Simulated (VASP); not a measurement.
OSZICAR of a VASP run on SnSe2 (1T layered):

File OSZICAR:
```
       N       E                     dE             d eps       ncg     rms          rms(c)
DAV:   1     0.195106207886E+03    0.19511E+03   -0.12350E+04   824   0.175E+03
DAV:   2     0.717927000453E+01   -0.18793E+03   -0.18424E+03   873   0.398E+02
DAV:   3    -0.134350270971E+02   -0.20614E+02   -0.19752E+02  1041   0.121E+02
DAV:   4    -0.140609111067E+02   -0.62588E+00   -0.62523E+00   998   0.221E+01
DAV:   5    -0.140748982012E+02   -0.13987E-01   -0.13984E-01  1234   0.343E+00    0.525E+00
DAV:   6    -0.138137099365E+02    0.26119E+00   -0.59238E-01  1185   0.853E+00    0.336E+00
DAV:   7    -0.137817222631E+02    0.31988E-01   -0.14542E-01   978   0.261E+00    0.950E-01
DAV:   8    -0.137784619175E+02    0.32603E-02   -0.10423E-02  1040   0.108E+00    0.263E-01
DAV:   9    -0.137782208449E+02    0.24107E-03   -0.10287E-03   920   0.253E-01    0.760E-02
DAV:  10    -0.137782185962E+02    0.22486E-05   -0.94053E-05  1107   0.737E-02    0.275E-02
DAV:  11    -0.137782207098E+02   -0.21136E-05   -0.13323E-05   919   0.232E-02    0.480E-03
DAV:  12    -0.137782204212E+02    0.28856E-06   -0.10313E-06   590   0.789E-03
   1 F= -.13778220E+02 E0= -.13778220E+02  d E =-.137782E+02
       N       E                     dE             d eps       ncg     rms          rms(c)
DAV:   1    -0.137815838463E+02   -0.33631E-02   -0.94163E-02   968   0.318E+00    0.254E-01
DAV:   2    -0.137800318109E+02    0.15520E-02   -0.55344E-03  1053   0.865E-01    0.133E-01
DAV:   3    -0.137795233268E+02    0.50848E-03   -0.13779E-03  1040   0.533E-01    0.412E-02
DAV:   4    -0.137794971117E+02    0.26215E-04   -0.10237E-04  1183   0.101E-01    0.177E-02
DAV:   5    -0.137794926703E+02    0.44414E-05   -0.86393E-06  1233   0.415E-02    0.505E-03
DAV:   6    -0.137794926921E+02   -0.21752E-07   -0.15349E-06   551   0.128E-02
   2 F= -.13779493E+02 E0= -.13779493E+02  d E =-.127227E-02
       N       E                     dE             d eps       ncg     rms          rms(c)
DAV:   1    -0.137806710889E+02   -0.11784E-02   -0.39121E-02   967   0.205E+00    0.164E-01
DAV:   2    -0.137800243808E+02    0.64671E-03   -0.22969E-03  1060   0.564E-01    0.857E-02
DAV:   3    -0.137798128563E+02    0.21152E-03   -0.57460E-04  1026   0.346E-01    0.265E-02
DAV:   4    -0.137798020889E+02    0.10767E-04   -0.43873E-05  1186   0.651E-02    0.114E-02
DAV:   5    -0.137798001374E+02    0.19515E-05   -0.27032E-06   798   0.269E-02    0.316E-03
DAV:   6    -0.137798002213E+02   -0.83925E-07   -0.14777E-06   506   0.139E-02
   3 F= -.13779800E+02 E0= -.13779800E+02  d E =-.157980E-02
       N       E                     dE             d eps       ncg     rms          rms(c)
DAV:   1    -0.137798940877E+02   -0.93950E-04   -0.35208E-03   965   0.616E-01    0.490E-02
DAV:   2    -0.137798359751E+02    0.58113E-04   -0.20596E-04  1060   0.171E-01    0.257E-02
DAV:   3    -0.137798169766E+02    0.18999E-04   -0.52083E-05  1027   0.105E-01    0.796E-03
DAV:   4    -0.137798160185E+02    0.95812E-06   -0.40340E-06   747   0.196E-02
   4 F= -.13779816E+02 E0= -.13779816E+02  d E =-.159560E-02
       N       E                     dE             d eps       ncg     rms          rms(c)
DAV:   1    -0.137818116579E+02   -0.19947E-02   -0.56087E-02  1022   0.325E+00    0.222E-01
DAV:   2    -0.137805115348E+02    0.13001E-02   -0.36937E-03  1033   0.947E-01    0.111E-01
DAV:   3    -0.137800979405E+02    0.41359E-03   -0.11723E-03  1008   0.532E-01    0.236E-02
DAV:   4    -0.137800892859E+02    0.86546E-05   -0.73354E-05   917   0.832E-02    0.132E-02
DAV:   5    -0.137800846069E+02    0.46790E-05   -0.56045E-06  1087   0.284E-02    0.367E-03
DAV:   6    -0.137800844633E+02    0.14360E-06   -0.79664E-07   453   0.101E-02
   5 F= -.13780084E+02 E0= -.13780084E+02  d E =-.268445E-03
       N       E                     dE             d eps       ncg     rms          rms(c)
DAV:   1    -0.137816103209E+02   -0.15257E-02   -0.46221E-02  1021   0.295E+00    0.202E-01
DAV:   2    -0.137805353114E+02    0.10750E-02   -0.30537E-03  1033   0.862E-01    0.101E-01
DAV:   3    -0.137801937644E+02    0.34155E-03   -0.96785E-04  1009   0.484E-01    0.215E-02
DAV:   4    -0.137801866407E+02    0.71237E-05   -0.60939E-05   925   0.757E-02    0.119E-02
DAV:   5    -0.137801827826E+02    0.38581E-05   -0.45603E-06   962   0.259E-02    0.333E-03
DAV:   6    -0.137801826663E+02    0.11626E-06   -0.70460E-07   444   0.957E-03
   6 F= -.13780183E+02 E0= -.13780183E+02  d E =-.366648E-03
       N       E                     dE             d eps       ncg     rms          rms(c)
DAV:   1    -0.137803825803E+02   -0.19980E-03   -0.65247E-03   821   0.597E-01    0.513E-02
DAV:   2    -0.137803431359E+02    0.39444E-04   -0.36390E-04   892   0.206E-01    0.285E-02
DAV:   3    -0.137803204421E+02    0.22694E-04   -0.47287E-05  1015   0.943E-02    0.121E-02
DAV:   4    -0.137803177627E+02    0.26794E-05   -0.83761E-06  1141   0.340E-02    0.371E-03
DAV:   5    -0.137803175837E+02    0.17901E-06   -0.66426E-07   443   0.920E-03
   7 F= -.13780318E+02 E0= -.13780318E+02  d E =-.134917E-03
       N       E                     dE             d eps       ncg     rms          rms(c)
DAV:   1    -0.137812613793E+02   -0.94362E-03   -0.58848E-02   861   0.180E+00    0.155E-01
DAV:   2    -0.137808965798E+02    0.36480E-03   -0.32208E-03   891   0.596E-01    0.856E-02
DAV:   3    -0.137806908750E+02    0.20570E-03   -0.41955E-04  1017   0.279E-01    0.361E-02
DAV:   4    -0.137806671215E+02    0.23753E-04   -0.74584E-05  1168   0.103E-01    0.110E-02
DAV:   5    -0.137806659597E+02    0.11618E-05   -0.94896E-06  1161   0.273E-02    0.461E-03
DAV:   6    -0.137806657988E+02    0.16091E-06   -0.85242E-07   431   0.835E-03
   8 F= -.13780666E+02 E0= -.13780666E+02  d E =-.483133E-03
       N       E                     dE             d eps       ncg     rms          rms(c)
DAV:   1    -0.137834486446E+02   -0.27827E-02   -0.23534E-01   821   0.359E+00    0.309E-01
DAV:   2    -0.137820148084E+02    0.14338E-02   -0.13149E-02   899   0.113E+00    0.172E-01
DAV:   3    -0.137811854171E+02    0.82939E-03   -0.16069E-03  1033   0.547E-01    0.723E-02
DAV:   4    -0.137810886681E+02    0.96749E-04   -0.28402E-04  1182   0.205E-01    0.220E-02
DAV:   5    -0.137810841891E+02    0.44790E-05   -0.35022E-05  1248   0.540E-02    0.957E-03
DAV:   6    -0.137810835247E+02    0.66440E-06   -0.36207E-06   813   0.163E-02
   9 F= -.13781084E+02 E0= -.13781084E+02  d E =-.900858E-03
```

Problem. Which electronic solver shows in the log?

Solution. It is blocked Davidson (ALGO = Normal, or the opening steps of other solvers). The INCAR had ALGO = Normal.

Problem. Can the final energy be trusted as converged?

Solution. Self-consistency was reached. It stopped with EDIFF = 1E-6, NELM = 100, NSW = 60 and EDIFFG = -0.02 after 9 ionic steps (LDA (Ceperley-Alder, Perdew-Zunger), plane waves, VASP's LDA PAW potentials (set 64)).

The compound is SnSe2 in the 1T layered structure. This run relaxes it. Symmetry was kept, so distortions that lower it aren't found. The start is the result of an earlier pass.
